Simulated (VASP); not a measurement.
# Sr3CdO4 (Pm-3m) in VASP: further runs

One crystal, Sr3CdO4, is run at these levels: LDA; tasks: single point.

All numbers are computed with VASP 6.6.1; they aren't measurements. Logs are shortened: lines on timing, memory, paths and dates and some standing lists are left out, and cuts for length are marked.

### 1 Starting point

Symmetry: Pm-3m, No. 221, cubic system. Conventional cell: a = 5.062 Å, b = 5.062 Å, c = 5.062 Å, α = 90.00°, β = 90.00°, γ = 90.00°. Around Sr (site symmetry 4/mmm) lie 6 O at 2.53 Å. Cd (site symmetry m-3m) has 6 O at 2.53 Å as nearest neighbours. O (site symmetry m-3m) has 6 Sr at 2.53 Å as nearest neighbours. O (site symmetry 4/mmm) is surrounded by 4 Sr at 2.53 Å and 2 Cd at 2.53 Å.

The cell comes from a database or a generator and needn't be the stable form of this composition.

### 2 Single point, LDA

File INCAR:

```
SYSTEM = Sr3CdO4
PREC = Accurate
ENCUT = 520
EDIFF = 1E-6
ISMEAR = 0
SIGMA = 0.01
LREAL = .False.
LASPH = .True.
NELM = 100
ALGO = Fast
ISIF = 2
LWAVE = .False.
LCHARG = .False.
GGA = CA
NBANDS = 43
```

File KPOINTS:

```
Automatic mesh
0
Gamma
  4 4 4
  0 0 0
```

File POSCAR:

```
Sr3CdO4
1.0
    5.0623790000      0.0000000000      0.0000000000
    0.0000000000      5.0623790000      0.0000000000
    0.0000000000      0.0000000000      5.0623790000
Sr Cd O
3 1 4
Direct
    0.5000000000      0.0000000000      0.5000000000
    0.5000000000      0.5000000000      0.0000000000
    0.0000000000      0.5000000000      0.5000000000
    0.0000000000      0.0000000000      0.0000000000
    0.5000000000      0.5000000000      0.5000000000
    0.5000000000      0.0000000000      0.0000000000
    0.0000000000      0.5000000000      0.0000000000
    0.0000000000      0.0000000000      0.5000000000
```

Potentials or basis: VASP PAW LDA potentials, release 64 (Sr_sv, Cd, O).

Launch:

```console
$ cat potpaw_LDA.64/Sr_sv/POTCAR potpaw_LDA.64/Cd/POTCAR potpaw_LDA.64/O/POTCAR > POTCAR
$ mpirun -np 1 vasp_std > vasp.out
```

OUTCAR:

```text
SYSTEM = Sr3CdO4
   PREC = Accurate
   ENCUT = 520
   EDIFF = 1E-6
   ISMEAR = 0
   LREAL = .False.
   LASPH = .True.
   NELM = 100
   ISIF = 2
   GGA = CA

 ion  position               nearest neighbor table
   1  0.500  0.000  0.500-   5 2.53   6 2.53   8 2.53   6 2.53   5 2.53   8 2.53   2 3.58   4 3.58
                             2 3.58   2 3.58   3 3.58   3 3.58   2 3.58   3 3.58   4 3.58   4 3.58
   2  0.500  0.500  0.000-   5 2.53   6 2.53   7 2.53   5 2.53   6 2.53   7 2.53   1 3.58   3 3.58
                             1 3.58   1 3.58   4 3.58   3 3.58   1 3.58   3 3.58   4 3.58   4 3.58
   3  0.000  0.500  0.500-   5 2.53   7 2.53   8 2.53   7 2.53   8 2.53   5 2.53   2 3.58   4 3.58
                             1 3.58   1 3.58   4 3.58   2 3.58   4 3.58   1 3.58   2 3.58   4 3.58
   4  0.000  0.000  0.000-   6 2.53   7 2.53   8 2.53   8 2.53   7 2.53   6 2.53   1 3.58   3 3.58
                             1 3.58   2 3.58   3 3.58   2 3.58   3 3.58   1 3.58   2 3.58   3 3.58
   5  0.500  0.500  0.500-   1 2.53   2 2.53   3 2.53   2 2.53   1 2.53   3 2.53
   6  0.500  0.000  0.000-   1 2.53   2 2.53   4 2.53   1 2.53   2 2.53   4 2.53
   7  0.000  0.500  0.000-   2 2.53   3 2.53   4 2.53   3 2.53   4 2.53   2 2.53
   8  0.000  0.000  0.500-   1 2.53   3 2.53   4 2.53   4 2.53   3 2.53   1 2.53

  LATTYP: Found a simple cubic cell.
 ALAT       =     5.0623790000

  Lattice vectors:

 A1 = (   5.0623790000,   0.0000000000,   0.0000000000)
 A2 = (   0.0000000000,   5.0623790000,   0.0000000000)
 A3 = (   0.0000000000,   0.0000000000,   5.0623790000)

Analysis of symmetry for initial positions (statically):
=====================================================================
 Subroutine PRICEL returns:
 Original cell was already a primitive cell.

 Routine SETGRP: Setting up the symmetry group for a
 simple cubic supercell.

 Subroutine GETGRP returns: Found 48 space group operations
 (whereof 48 operations were pure point group operations)
 out of a pool of 48 trial point group operations.

The static configuration has the point symmetry O_h .

Analysis of symmetry for dynamics (positions and initial velocities):
=====================================================================
 Subroutine PRICEL returns:
 Original cell was already a primitive cell.

 Routine SETGRP: Setting up the symmetry group for a
 simple cubic supercell.

 Subroutine GETGRP returns: Found 48 space group operations
 (whereof 48 operations were pure point group operations)
 out of a pool of 48 trial point group operations.

The dynamic configuration has the point symmetry O_h .

 Subroutine INISYM returns: Found 48 space group operations
 (whereof 48 operations are pure point group operations),
 and found     1 'primitive' translations

----------------------------------------------------------------------------------------

                                     Primitive cell

  volume of cell :     129.7370

  direct lattice vectors                    reciprocal lattice vectors
     5.062379000  0.000000000  0.000000000     0.197535586  0.000000000  0.000000000
     0.000000000  5.062379000  0.000000000     0.000000000  0.197535586  0.000000000
     0.000000000  0.000000000  5.062379000     0.000000000  0.000000000  0.197535586

  length of vectors
     5.062379000  5.062379000  5.062379000     0.197535586  0.197535586  0.197535586

  position of ions in fractional coordinates (direct lattice)
     0.500000000  0.000000000  0.500000000
     0.500000000  0.500000000  0.000000000
     0.000000000  0.500000000  0.500000000
     0.000000000  0.000000000  0.000000000
     0.500000000  0.500000000  0.500000000
     0.500000000  0.000000000  0.000000000
     0.000000000  0.500000000  0.000000000
     0.000000000  0.000000000  0.500000000

  ion indices of the primitive-cell ions
   primitive index   ion index
                 1           1
                 2           2
                 3           3
                 4           4
                 5           5
                 6           6
                 7           7
                 8           8

----------------------------------------------------------------------------------------

 KPOINTS: Automatic mesh

Automatic generation of k-mesh.
 Grid dimensions read from file:
 generate k-points for:    4    4    4

 Generating k-lattice:

  Cartesian coordinates                     Fractional coordinates (reciprocal lattice)
     0.049383896  0.000000000  0.000000000     0.250000000  0.000000000  0.000000000
     0.000000000  0.049383896  0.000000000     0.000000000  0.250000000  0.000000000
     0.000000000  0.000000000  0.049383896     0.000000000  0.000000000  0.250000000

  Length of vectors
     0.049383896  0.049383896  0.049383896

  Shift w.r.t. Gamma in fractional coordinates (k-lattice)
     0.000000000  0.000000000  0.000000000

 Subroutine IBZKPT returns following result:
 ===========================================

 Found     10 irreducible k-points:

 Following reciprocal coordinates:
            Coordinates               Weight
  0.000000  0.000000  0.000000      1.000000
  0.250000  0.000000  0.000000      6.000000
  0.500000  0.000000  0.000000      3.000000
  0.250000  0.250000  0.000000     12.000000
  0.500000  0.250000  0.000000     12.000000
  0.500000  0.500000  0.000000      3.000000
  0.250000  0.250000  0.250000      8.000000
  0.500000  0.250000  0.250000     12.000000
  0.500000  0.500000  0.250000      6.000000
  0.500000  0.500000  0.500000      1.000000
   k-points           NKPTS =     10   k-points in BZ     NKDIM =     10   number of bands    NBANDS=     43
   number of dos      NEDOS =    301   number of ions     NIONS =      8
   total plane-waves  NPLWV =  64000
   dimension x,y,z NGX =    40 NGY =   40 NGZ =   40
   dimension x,y,z NGXF=    80 NGYF=   80 NGZF=   80
   ions per type =               3   1   4
   NGX,Y,Z   is equivalent  to a cutoff of  13.14, 13.14, 13.14 a.u.
   NGXF,Y,Z  is equivalent  to a cutoff of  26.27, 26.27, 26.27 a.u.
 SYSTEM =  Sr3CdO4
   PREC   = accura    normal or accurate (medium, high low for compatibility)
   ISTART =      0    job   : 0-new  1-cont  2-samecut
   ICHARG =      2    charge: 1-file 2-atom 10-const
   ISPIN  =      1    spin polarized calculation?
   LNONCOLLINEAR =      F non collinear calculations
   LSORBIT =      F    spin-orbit coupling
   LASPH  =      T    aspherical Exc in radial PAW
   ENCUT  =  520.0 eV  38.22 Ry    6.18 a.u.   9.41  9.41  9.41*2*pi/ulx,y,z
   NELM   =    100;   NELMIN=  2; NELMDL= -5     # of ELM steps
   EDIFF  = 0.1E-05   stopping-criterion for ELM
   LREAL  =      F    real-space projection
   EDIFFG = 0.1E-04   stopping-criterion for IOM
   NSW    =      0    number of steps for IOM
   IBRION =     -1    ionic relax: 0-MD 1-quasi-New 2-CG
   NFREE  =      0    steps in history (QN), initial steepest desc. (CG)
   ISIF   =      2    stress and relaxation
   ISYM   =      2    0-nonsym 1-usesym 2-fastsym
   POTIM  = 0.5000    time-step for ionic-motion
   TEBEG  =    0.0;   TEEND  =   0.0 temperature during run
   PSTRESS=    0.0 pullay stress
   NELECT =      66.0000    total number of electrons
   NUPDOWN=      -1.0000    fix difference up-down
   EMIN   =  10.00;   EMAX   =-10.00  energy-range for DOS
   EFERMI =   0.00;   METHOD = LEGACY
   ISMEAR =     0;   SIGMA  =   0.01  broadening in eV -4-tet -1-fermi 0-gaus
   EFERMI_NEDOS =   21; number of points for ismear=-14 and -15
   IALGO  =     68    algorithm
   IMIX   =      4    mixing-type and parameters
     AMIX     =   0.40;   BMIX     =  1.00
     AMIX_MAG =   1.60;   BMIX_MAG =  1.00
  volume/ion in A,a.u.               =      16.22       109.44
  Fermi-wavevector in a.u.,A,eV,Ry     =   1.306877  2.469640 23.237776  1.707928
  Thomas-Fermi vector in A             =   2.437650
   LORBIT       =      0    0 simple, 1 ext, 2 COOP (PROOUT), +10 PAW based schemes
   GGA     = CA    functional components
   LHFCALC =     F    Hartree Fock is set to
   AEXX    =    0.0000 exact exchange contribution
   IVDW    =     0    specifies the selected vdW correction
   LEPSILON=     F    determine dielectric tensor
   LRPA    =     F    only Hartree local field effects (RPA)
 non-spin polarized calculation
 RMM-DIIS sequential band-by-band and
 Gauss-broadening in eV      SIGMA  =   0.01
  energy-cutoff  :      520.00
  volume of cell :      129.74
 maximum number of plane-waves:      3532
 NGX is ok and might be reduce to    40
   NGX = 19   NGY = 19   NGZ = 19

 number of electron      66.0000014 magnetization

 Free energy of the ion-electron system (eV)
  ---------------------------------------------------
  ext. energy  EPLUGINS =         0.00000000
  ---------------------------------------------------
  free energy    TOTEN  =       -49.17287356 eV

  energy without entropy =      -49.17287356  energy(sigma->0) =      -49.17287356

 E-fermi :   1.3132     XC(G=0): -10.8138

 val. band max:        1.2322243146   @ k =   0.0000   0.0000   0.0000
 cond. band min:       1.7141892737   @ k =   0.0000   0.0000   0.0000
 fundamental gap:      0.4819649591
 Fermi energy:         1.3132184383

 k-point     1 :       0.0000    0.0000    0.0000
  band No.  band energies     occupation
      1     -30.6083      2.00000
      2     -30.4358      2.00000
      3     -30.4358      2.00000
      4     -14.0330      2.00000
      5     -13.8644      2.00000
      6     -13.8644      2.00000
[... 35 lines left out ...]
     42       9.5813      0.00000
     43       9.5983      0.00000

 k-point     2 :       0.2500    0.0000    0.0000
  band No.  band energies     occupation
      1     -30.5855      2.00000
      2     -30.4570      2.00000
      3     -30.4346      2.00000
      4     -14.4371      2.00000
      5     -14.2716      2.00000
      6     -14.0427      2.00000
[... 360 lines left out ...]
 k-point    10 :       0.5000    0.5000    0.5000
  band No.  band energies     occupation
      1     -30.4866      2.00000
      2     -30.4866      2.00000
      3     -30.4866      2.00000
      4     -15.2469      2.00000
      5     -15.0366      2.00000
      6     -15.0366      2.00000
[... 35 lines left out ...]
     42      10.2879      0.00000
     43      10.3386      0.00000

------------------------ aborting loop because EDIFF is reached ----------------------------------------

  FORCE on cell =-STRESS in cart. coord.  units (eV):
  Direction    XX          YY          ZZ          XY          YZ          ZX
  --------------------------------------------------------------------------------------
  -------------------------------------------------------------------------------------
  Total       -4.1116031     -4.1116031     -4.1116031      0.0000000     -0.0000000      0.0000000
  in kB      -50.7759194    -50.7759194    -50.7759194      0.0000000     -0.0000000      0.0000000
  external PRESSURE =     -50.7759194 kB  Pullay stress =       0.0000000 kB

 VOLUME and BASIS-vectors are now :
 -----------------------------------------------------------------------------
  energy-cutoff  :      520.00
  volume of cell :      129.74
      direct lattice vectors                 reciprocal lattice vectors
     5.062379000  0.000000000  0.000000000     0.197535586  0.000000000  0.000000000
     0.000000000  5.062379000  0.000000000     0.000000000  0.197535586  0.000000000
     0.000000000  0.000000000  5.062379000     0.000000000  0.000000000  0.197535586

 POSITION                                       TOTAL-FORCE (eV/Angst)
 -----------------------------------------------------------------------------------
      2.53119      0.00000      2.53119         0.000000      0.000000      0.000000
      2.53119      2.53119      0.00000         0.000000      0.000000      0.000000
      0.00000      2.53119      2.53119         0.000000      0.000000      0.000000
      0.00000      0.00000      0.00000         0.000000      0.000000      0.000000
      2.53119      2.53119      2.53119         0.000000      0.000000      0.000000
      2.53119      0.00000      0.00000         0.000000      0.000000      0.000000
      0.00000      2.53119      0.00000         0.000000      0.000000      0.000000
      0.00000      0.00000      2.53119         0.000000      0.000000      0.000000
 -----------------------------------------------------------------------------------
    total drift:                                0.000000      0.000000     -0.000000

  FREE ENERGIE OF THE ION-ELECTRON SYSTEM (eV)
  ---------------------------------------------------
  free  energy   TOTEN  =       -49.1728735643 eV

  energy  without entropy=      -49.1728735643  energy(sigma->0) =      -49.17287356
```

It took 75 s on 1 thread of Intel Xeon Platinum 8488C (Sapphire Rapids), shared host; peak memory 0.21 GiB.

What came out:

| Quantity | Value |
| --- | --- |
| Free energy | -49.1729 eV |
| Pressure | -5.1 GPa |
| Band gap on the k mesh | 0.48 eV, direct |

Expect the measured gap to be larger: semilocal functionals such as LDA lack the derivative discontinuity.

### 3 Single point, LDA

File INCAR:

```
SYSTEM = Sr3CdO4
PREC = Accurate
ENCUT = 520
EDIFF = 1E-6
ISMEAR = 0
SIGMA = 0.01
LREAL = .FALSE.
LASPH = .TRUE.
NELM = 100
ALGO = Normal
ISIF = 2
LWAVE = .FALSE.
LCHARG = .FALSE.
GGA = CA
NBANDS = 43
```

File KPOINTS:

```
Automatic mesh
0
G
  4 4 4
  0 0 0
```

POSCAR is that of step 2.

Potentials or basis: VASP PAW LDA potentials, release 64 (Sr_sv, Cd, O).

Launch:

```console
$ cat potpaw_LDA.64/Sr_sv/POTCAR potpaw_LDA.64/Cd/POTCAR potpaw_LDA.64/O/POTCAR > POTCAR
$ mpirun -np 1 vasp_std > vasp.out
```

Wall time 46 s (1 thread of Intel Xeon Platinum 8488C (Sapphire Rapids), shared host); peak memory 0.21 GiB.

It converged, with:

```yaml
Free_energy: -49.1729 eV
Pressure: -5.1 GPa
Band_gap_on_the_k_mesh: 0.48 eV, direct
```

Levels at points of the mesh, in eV from the valence-band top:
```
           k point  band 30  band 31  band 32  band 33  band 34  band 35  band 36  band 37
(0.00, 0.00, 0.00)    -0.22     0.00     0.00     0.00     0.48     3.94     3.94     3.94
(0.50, 0.00, 0.00)    -0.31    -0.31    -0.12    -0.12     3.01     4.37     5.39     5.80
(0.50, 0.50, 0.00)    -0.38    -0.38    -0.34    -0.01     4.38     5.68     5.72     5.72
(0.50, 0.50, 0.50)    -1.13    -1.13    -0.10    -0.10     5.32     5.80     5.80     5.80
```
